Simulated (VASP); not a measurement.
Data:

```
CELL_PARAMETERS angstrom
      3.61982     0.00000     0.00000
     -1.80991     3.13485     0.00000
      0.00000     0.00000     5.88987
ATOMIC_POSITIONS crystal
  Pr 0.33333 0.66667 0.00000
  Pm 0.66667 0.33333 0.50000
```

Computed with PBEsol GGA, VASP's PBE PAW potentials (set 64) (plane waves; VASP). Settings: 400 eV cut-off, Gaussian smearing of 0.050 eV, potentials Pr_3 Pm_3.

The 4f electrons are frozen in the core of the lanthanide potential, so 4f levels, which can set the real gap, and their magnetism are missing.

Question: Give the energies of bands 9 to 14 at the high-symmetry points, in eV from the Fermi level.

Answer: 
| band | Γ | M | K | A | L | H |
|---|---|---|---|---|---|---|
| 9 | -4.01 | -1.74 | -1.31 | -2.66 | -1.99 | -0.78 |
| 10 | -2.07 | -1.51 | -0.30 | -2.43 | -1.87 | -0.61 |
| 11 | 1.47 | -1.29 | -0.19 | 0.67 | -0.41 | -0.41 |
| 12 | 1.48 | 1.03 | 0.00 | 0.82 | -0.37 | -0.20 |
| 13 | 1.48 | 1.28 | 0.89 | 1.40 | 2.44 | 0.90 |
| 14 | 2.14 | 1.48 | 1.10 | 1.40 | 2.73 | 1.00 |

It has no gap at this level: it comes out as a metal or semimetal.

The structure comes from a computed database's PmPr entry (P-6m2); how it stands against other phases isn't given here. It was relaxed first, which changed the volume by -7 %.
